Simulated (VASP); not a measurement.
Given:

```
CsI
1.0
    4.51645     0.00000     0.00000
    0.00000     4.51645     0.00000
    0.00000     0.00000     4.51645
Cs I
1 1
Direct
  0.00000   0.00000   0.00000
  0.50000   0.50000   0.50000
```

Computed with PBEsol GGA, VASP's PBE PAW potentials (set 64) (plane waves; VASP 6.6.1). Settings: 400 eV cut-off, Gaussian smearing of 0.050 eV, potentials Cs_sv I.

Unless said otherwise, spin-orbit coupling is left out, though it shifts the bands of the heavy elements here.

### Question
Give the energies of bands 4 to 11 at the high-symmetry points, in eV from the valence-band maximum.

### Answer

| band | Γ | X | M | R |
|---|---|---|---|---|
| 4 | -7.00 | -6.92 | -7.42 | -7.28 |
| 5 | -7.00 | -6.92 | -6.88 | -7.28 |
| 6 | -0.09 | -1.69 | -0.90 | -1.42 |
| 7 | -0.09 | -0.27 | -0.90 | -1.42 |
| 8 | -0.09 | -0.27 | 0.00 | -1.42 |
| 9 | 3.81 | 5.09 | 4.12 | 7.16 |
| 10 | 4.02 | 6.48 | 4.82 | 7.16 |
| 11 | 4.02 | 6.68 | 6.04 | 7.16 |

The gap is indirect, 3.81 eV, from the valence maximum at M to the conduction minimum at Γ.

Measured: gap 6.20 eV (computed value off by -2.39 eV), as given by Aguado et al., (1998), arXiv:cond-mat/9809176.

The compound is CsI in the CsCl type structure. It was relaxed first.
